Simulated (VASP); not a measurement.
A convergence study with VASP on Ni (fcc): a few settings are varied, all else stays as given below, so the limit is that of these other settings. The cell's lengths are 1 % over those of the tabulated start, so it is off equilibrium.

```yaml
crystal:
  lattice:
    - [0.00000, 1.77760, 1.77760]
    - [1.77760, 0.00000, 1.77760]
    - [1.77760, 1.77760, 0.00000]
  atoms:
    - { symbol: Ni, position: [0.00000, 0.00000, 0.00000], spin: 0.8 }
```

Computed with PBEsol GGA, VASP's PBE PAW potentials (set 64) (plane waves; VASP 6.6.1). The last row used: LREAL = Auto, 600 eV cut-off, 15×15×15 Γ-centred mesh, first-order Methfessel-Paxton smearing of 0.10 eV, potentials Ni.

```csv
setting,E (eV/atom),pressure (GPa),moment (μB),plane waves
"ENCUT = 300, LREAL = .FALSE., PREC = Normal",-6.1038,-15.21,0.660,141
"ENCUT = 400, LREAL = .FALSE., PREC = Normal",-6.0947,-15.36,0.658,212
"ENCUT = 500, LREAL = .FALSE., PREC = Normal",-6.0935,-14.77,0.658,297
"ENCUT = 600, LREAL = .FALSE., PREC = Normal",-6.0933,-14.87,0.658,384
"ENCUT = 500, LREAL = .FALSE., PREC = Accurate",-6.0935,-14.78,0.658,297
"ENCUT = 600, LREAL = .FALSE., PREC = Accurate",-6.0933,-14.88,0.658,384
"ENCUT = 300, LREAL = Auto, PREC = Normal",-6.1037,-15.24,0.660,141
"ENCUT = 400, LREAL = Auto, PREC = Normal",-6.0930,-15.26,0.658,212
"ENCUT = 500, LREAL = Auto, PREC = Normal",-6.0934,-14.80,0.658,297
"ENCUT = 600, LREAL = Auto, PREC = Normal",-6.0945,-14.81,0.658,384
"ENCUT = 300, LREAL = Auto, PREC = Accurate",-6.1038,-14.99,0.660,141
"ENCUT = 400, LREAL = Auto, PREC = Accurate",-6.0949,-15.36,0.658,212
"ENCUT = 500, LREAL = Auto, PREC = Accurate",-6.0936,-14.80,0.658,297
"ENCUT = 600, LREAL = Auto, PREC = Accurate",-6.0936,-14.92,0.658,384
```

Left out are rungs that failed or repeat a setting and relaxations that didn't move; long series are thinned to 24 rows.

The compound is Ni in the fcc structure. The cell was not relaxed at this level. The spin order is the one that the start imposed; others were not tried in this run.
